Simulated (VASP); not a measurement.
**A vacancy on the Mg site in Mg**

How easily does a vacancy on the Mg site form in Mg? The host is relaxed first, then a supercell is run with and without the defect. The start is a computed cell from the Materials Project.

Calculated with VASP 6.6.1; PBEsol; plane waves and PAW (Mg).

## Step 1: The host crystal

The structure is hexagonal, space group P6_3/mmc (No. 194). Conventional cell: a = 3.177 Å, b = 3.177 Å, c = 10.319 Å, α = 90.00°, β = 90.00°, γ = 120.00°. Nearest to Mg lie 12 Mg at 3.17 to 3.18 Å. Nearest to Mg lie 12 Mg at 3.17 to 3.18 Å.

Coordinates:

```xyz
4
Lattice="3.1768 0.0000 0.0000 -1.5884 2.7512 0.0000 0.0000 0.0000 10.3189" Properties=species:S:1:pos:R:3 pbc="T T T"
Mg    1.5884    0.9171    7.7391
Mg    0.0000    0.0000    5.1594
Mg    0.0000    1.8341    2.5797
Mg    0.0000    0.0000    0.0000
```

## Step 2: The host at zero pressure

The later steps need the crystal at this functional's own lattice; a raised cutoff keeps the stress reliable while the cell changes.

INCAR

```
SYSTEM = Mg
PREC = Accurate
ENCUT = 350
EDIFF = 1E-06
NELM = 120
ISMEAR = 1
SIGMA = 0.15
LREAL = .FALSE.
ALGO = Normal
GGA = PS
NBANDS = 10
LORBIT = 11
LWAVE = .FALSE.
LCHARG = .FALSE.
KPAR = 4
LASPH = .TRUE.
IBRION = 2
NSW = 40
ISIF = 3
EDIFFG = -0.02
POTIM = 0.4
```

POSCAR

```
Mg
1.0
    3.1768261656      0.0000000000      0.0000000000
   -1.5884130828      2.7512121628      0.0000000000
    0.0000000000      0.0000000000     10.3188620100
Mg
4
Direct
    0.6666666667      0.3333333333      0.7500000000
    0.0000000000      0.0000000000      0.5000000000
    0.3333333333      0.6666666667      0.2500000000
    0.0000000000      0.0000000000      0.0000000000
```

KPOINTS

```
Automatic mesh
0
Gamma
9 9 3
0 0 0
```

PAW data sets: Mg (PBE family, release 64).

Started as:

```bash
$ mpirun -np 4 vasp_std
```

The log of the run:

```text
[banner, memory and clock lines left out]
running    4 mpi-ranks, on    1 nodes
 distrk:  each k-point on    1 cores,    4 groups
 distr:  one band on    1 cores,    1 groups

 POSCAR found type information on POSCAR Mg
 POSCAR found :  1 types and       4 ions
|                                                                             |
|               ----> ADVICE to this user running VASP <----                  |
|                                                                             |
|     You enforced a specific xc type in the INCAR file but a different       |
|     [... a line on the potential file left out ...]
|     I HOPE YOU KNOW WHAT YOU ARE DOING!                                     |
|                                                                             |

 LDA part: xc-table for (Slater+PW92), standard interpolation
 POSCAR, INCAR and KPOINTS ok, starting setup
 FFT: planning ... GRIDC
 FFT: planning ... GRID_SOFT
 FFT: planning ... GRID
 WAVECAR not read
 entering main loop
       N       E                     dE             d eps       ncg     rms          rms(c)
DAV:   1     0.137439771863E+01    0.13744E+01   -0.20810E+03   480   0.409E+02
DAV:   2    -0.661345253488E+01   -0.79879E+01   -0.76638E+01   610   0.462E+01
DAV:   3    -0.688881135730E+01   -0.27536E+00   -0.25569E+00   680   0.698E+00
DAV:   4    -0.689049978894E+01   -0.16884E-02   -0.16872E-02   626   0.584E-01
DAV:   5    -0.689050861927E+01   -0.88303E-05   -0.88297E-05   602   0.474E-02    0.134E+00
DAV:   6    -0.686909447525E+01    0.21414E-01   -0.13817E-03   594   0.262E-01    0.851E-01
DAV:   7    -0.684996422320E+01    0.19130E-01   -0.54671E-03   514   0.477E-01    0.417E-02
DAV:   8    -0.684995191446E+01    0.12309E-04   -0.70075E-05   670   0.482E-02    0.780E-03
DAV:   9    -0.684994954237E+01    0.23721E-05   -0.28317E-06   580   0.998E-03    0.140E-03
DAV:  10    -0.684994965243E+01   -0.11005E-06   -0.61754E-07   376   0.280E-03
   1 F= -.68499497E+01 E0= -.68493840E+01  d E =-.684995E+01
 curvature:   0.00 expect dE= 0.000E+00 dE for cont linesearch  0.000E+00
 trial: gam= 0.00000 g(F)=  0.544E-47 g(S)=  0.453E-04 ort = 0.000E+00 (trialstep = 0.100E+01)
 search vector abs. value=  0.453E-04
 reached required accuracy - stopping structural energy minimisation
```

Run time: 4.4 s. Hardware: 4 MPI ranks of Intel Xeon Platinum 8259CL at 2.50GHz (Skylake/Cascade Lake), shared host; peak memory 0.61 GiB; 16 s of CPU time.

Lines that name or quote the potential files are left out of all logs, and their timing lines are given in words.

From OUTCAR (step 2):

```text
ion  position               nearest neighbor table
   1  0.667  0.333  0.750-   2 3.17   4 3.17   2 3.17   4 3.17   2 3.17   4 3.17
   2  0.000  0.000  0.500-   1 3.17   3 3.17   3 3.17   1 3.17   1 3.17   3 3.17
   3  0.333  0.667  0.250-   2 3.17   4 3.17   2 3.17   4 3.17   2 3.17   4 3.17
   4  0.000  0.000  0.000-   1 3.17   3 3.17   3 3.17   1 3.17   1 3.17   3 3.17

  LATTYP: Found a hexagonal cell.
 ALAT       =     3.1768261656
 C/A-ratio  =     3.2481670296

 Subroutine GETGRP returns: Found 24 space group operations
 (whereof 12 operations were pure point group operations)

The static configuration has the point symmetry D_3d.
 The point group associated with its full space group is D_6h.

 Found     24 irreducible k-points:

   k-points           NKPTS =     24   k-points in BZ     NKDIM =     24   number of bands    NBANDS=     10

   dimension x,y,z NGX =    20 NGY =   20 NGZ =   64
   dimension x,y,z NGXF=    40 NGYF=   40 NGZF=  128

   ENCUT  =  350.0 eV  25.72 Ry    5.07 a.u.   4.85  4.85 15.74*2*pi/ulx,y,z

   NELECT =       8.0000    total number of electrons

 k-points in reciprocal lattice and weights: Automatic mesh
   0.00000000  0.00000000  0.00000000       0.004
   0.11111111  0.00000000  0.00000000       0.025
   0.22222222 -0.00000000  0.00000000       0.025
   0.33333333  0.00000000  0.00000000       0.025
   0.44444444 -0.00000000  0.00000000       0.025
   0.11111111  0.11111111  0.00000000       0.025
   0.22222222  0.11111111  0.00000000       0.049
   0.33333333  0.11111111  0.00000000       0.049
   0.44444444  0.11111111  0.00000000       0.025
[...]
0.33333333  0.22222222  0.33333333       0.099
   0.33333333  0.33333333  0.33333333       0.016

 average (electrostatic) potential at core
       1 -38.8070       2 -38.8023       3 -38.8070       4 -38.8023

 E-fermi :   2.5244

 k-point     1 :       0.0000    0.0000    0.0000
  band No.  band energies     occupation
      1      -4.3210      2.00000
      2      -2.9155      2.00000
      3      -2.9123      2.00000
      4       0.9669      2.00000
      5       1.4467      2.00000
      6       7.7559      0.00000
      7       7.7648      0.00000
      8      13.7450      0.00000
      9      13.7490      0.00000
     10      13.8259      0.00000

 k-point     2 :       0.1111    0.0000    0.0000
  band No.  band energies     occupation
      1      -4.0751      2.00000
      2      -2.6733      2.00000
      3      -2.6702      2.00000
      4       1.1911      2.00000
      5       1.6850      2.00000
      6       7.9300      0.00000
      7       7.9555      0.00000
      8      10.6643      0.00000
      9      11.7207      0.00000
     10      11.7963      0.00000

 k-point     3 :       0.2222   -0.0000    0.0000
  band No.  band energies     occupation
      1      -3.3414      2.00000
      2      -1.9505      2.00000
      3      -1.9476      2.00000
      4       1.8638      2.00000
      5       2.3804      2.04107
      6       7.1505      0.00000
      7       8.0589      0.00000
      8       8.4031      0.00000
      9       8.8653      0.00000
     10       9.0807      0.00000

  Total        0.0429592      0.0429592     -0.0317639     -0.0000000      0.0000000      0.0000000
  in kB        0.7631627      0.7631627     -0.5642803     -0.0000000      0.0000000      0.0000000
  external PRESSURE =       0.3206817 kB  Pullay stress =       0.0000000 kB

  energy-cutoff  :      350.00
  volume of cell :       90.19
      direct lattice vectors                 reciprocal lattice vectors
     3.176826166  0.000000000  0.000000000     0.314779578  0.181738074  0.000000000
    -1.588413083  2.751212163  0.000000000     0.000000000  0.363476148  0.000000000
     0.000000000  0.000000000 10.318862010     0.000000000  0.000000000  0.096909911

 POSITION                                       TOTAL-FORCE (eV/Angst)
 -----------------------------------------------------------------------------------
      1.58841      0.91707      7.73915         0.000000      0.000000      0.000000
      0.00000      0.00000      5.15943         0.000000      0.000000     -0.000000
     -0.00000      1.83414      2.57972        -0.000000     -0.000000     -0.000000
      0.00000      0.00000      0.00000        -0.000000      0.000000     -0.000000
 -----------------------------------------------------------------------------------
    total drift:                               -0.000000      0.000000     -0.000000

  FREE ENERGIE OF THE ION-ELECTRON SYSTEM (eV)
  ---------------------------------------------------
  free  energy   TOTEN  =        -6.8499496524 eV

  energy  without entropy=       -6.8482527285  energy(sigma->0) =       -6.84938401

 reached required accuracy - stopping structural energy minimisation

 total charge
# of ion       s       p       d       tot
------------------------------------------
    1        0.212   0.127   0.012   0.351
    2        0.210   0.129   0.012   0.351
    3        0.212   0.127   0.012   0.351
    4        0.210   0.129   0.012   0.351
--------------------------------------------------
tot          0.845   0.512   0.048   1.405

[... 3 further parts left out ...]
```

The k-mesh is coarse for a metal. The PAW data sets were made with PBE, which is usual practice but a small mismatch for other functionals. The run keeps the 24 symmetry operations of its start, so it cannot find a distortion of lower symmetry.

Little changed from the start: no atom moved by 0.005 Å and no cell edge by 0.1 %.

This step gave:

```
electronic cycles                               : 10
electrons                                       : 8
free energy (TOTEN)                             : -6.850 eV
energy at zero smearing                         : -6.849 eV
Fermi energy                                    : 2.524 eV
labelled metallic, from the levels on this mesh : yes
```

The start already met the threshold, so nothing moved.

(Continued in part 2 of 3.)

[Lines on the potential files, build, host, timing and source positions are cut from VASP's logs without a mark.]

[Logs are printed without paths, hosts, clocks, repeated set-up lines and the standing remarks that a program may print on its own settings, such as how far it seeks lower states.]

[Hosts, paths, dates, database ids (printed as entryN), source tags and the programs' standing remarks are cut or masked in the printed files.]

[In band tables of VASP the shares of atoms and orbitals are scaled to a sum of 1 inside the atoms' spheres.]

[Runs that stopped without an error message from VASP are left out.]
